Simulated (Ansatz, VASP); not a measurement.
**HPbNO4: VASP beside Ansatz**

```
H Pb N O
1.0
     3.90476    0.14573    0.09131
    -0.25653    5.59971    0.16688
    -0.48831   -1.95256    5.79553
H Pb N O
1 1 1 4
Cartesian
  -0.0084 2.6325 3.2760
  2.1756 2.7131 1.0178
  2.8609 3.6521 5.8003
  -0.4111 -0.9541 5.1290
  2.7615 -0.0864 0.8131
  -0.5990 2.4298 5.1680
  0.1297 2.6042 2.2920
```

Change from the starting cell: volume scaled by 1.04.

Alike in both runs: task single point; functional PBE; k mesh 7 × 5 × 5; occupations fermi-dirac, width 0.05 eV; no spin polarisation.

```csv
,VASP,Ansatz
version,VASP 6.6.1,Ansatz 0.2.0
potentials or method,"VASP PAW PBE potentials, release 64 (H, Pb_d, N, O)",Ansatz PAW
plane-wave cutoff (eV),520,420
valence electrons in the cell,44,44
```

Ansatz gave:

```
gap on the k mesh at the Fermi level (eV)       : 3.11
least direct gap on the mesh (eV)               : 3.20
pressure (GPa)                                  : -2.7
largest component of the traceless stress (GPa) : 1.28
rms of the force components (eV/Å)              : 0.389
```

Question: Which values does VASP return?

Answer: gap on the k mesh at the Fermi level (eV): 3.09; least direct gap on the mesh (eV): 3.18; pressure (GPa): -2.3; largest component of the traceless stress (GPa): 0.90; rms of the force components (eV/Å): 0.265.

Atom by atom the forces differ by 0.128 eV/Å (rms over components). The functional is the same, so the differences come from potentials, cutoffs and numerics.

Caveats: spin-orbit coupling is left out, which as a rule narrows the gap of such compounds by several tenths of an eV; an odd mesh through Γ misses points on the zone boundary, where band edges often lie (VASP); odd divisions of the mesh miss points on the zone boundary, where band edges often lie, so the gap on the mesh can be too wide (Ansatz); the pressure holds a Pulay correction of +0.5 GPa for the finite cutoff (Ansatz).
